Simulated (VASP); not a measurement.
The input files of a VASP run:

INCAR:
```
SYSTEM = MgSe
PREC = Accurate; ENCUT = 520; LREAL = .False.
LASPH = .True.
EDIFF = 1E-6; NELM = 100; ALGO = Normal
LMAXMIX = 4
ISMEAR = 0; SIGMA = 0.05
GGA = RE
IBRION = 2; NSW = 60; ISIF = 3
EDIFFG = -0.01
LWAVE = .False.; LCHARG = .False.
```

KPOINTS:
```
K-points
0
G
  8 8 8
```

### POSCAR
```
MgSe
1
    0.0000000000     2.7300000000     2.7300000000
    2.7300000000     0.0000000000     2.7300000000
    2.7300000000     2.7300000000     0.0000000000
Mg Se
1 1
Direct
  0.0000000000   0.0000000000   0.0000000000
  0.5000000000   0.5000000000   0.5000000000
```

POTCAR, in this order: Mg Se (PBE.64 set). Program: vasp_std.

Task: Translate this revPBE calculation to Quantum ESPRESSO's pw.x.

Result: One equivalent input (not run):
```
&CONTROL
  calculation = 'vc-relax'
  pseudo_dir = './pseudo'
  outdir = './out'
  tprnfor = .true.
  tstress = .true.
  nstep = 60
  forc_conv_thr = 0.00039
/
&SYSTEM
  ibrav = 0
  nat = 2
  ntyp = 2
  ecutwfc = 86
  occupations = 'smearing'
  smearing = 'gaussian'
  degauss = 0.003675
  input_dft = 'revpbe'
/
&ELECTRONS
  conv_thr = 7.3e-08
  electron_maxstep = 100
/
&IONS
/
&CELL
/
ATOMIC_SPECIES
  Mg 24.305 Mg.upf
  Se 78.971 Se.upf
CELL_PARAMETERS angstrom
     0.0000000    2.7300000    2.7300000
     2.7300000    0.0000000    2.7300000
     2.7300000    2.7300000    0.0000000
ATOMIC_POSITIONS crystal
  Mg   0.0000000  0.0000000  0.0000000
  Se   0.5000000  0.5000000  0.5000000
K_POINTS automatic
  8 8 8 0 0 0
```
What does not carry over: the potentials are each code's own (VASP's PAW set, PseudoDojo norm-conserving files in pw.x), so ENCUT and ecutwfc are chosen apart and not converted; conv_thr bounds pw.x's estimated SCF error, while EDIFF bounds the energy change between steps; forc_conv_thr acts on force components and is met together with etot_conv_thr.

The compound is MgSe in the rock salt structure. This run relaxes it. Symmetry was kept, so distortions that lower it aren't found.
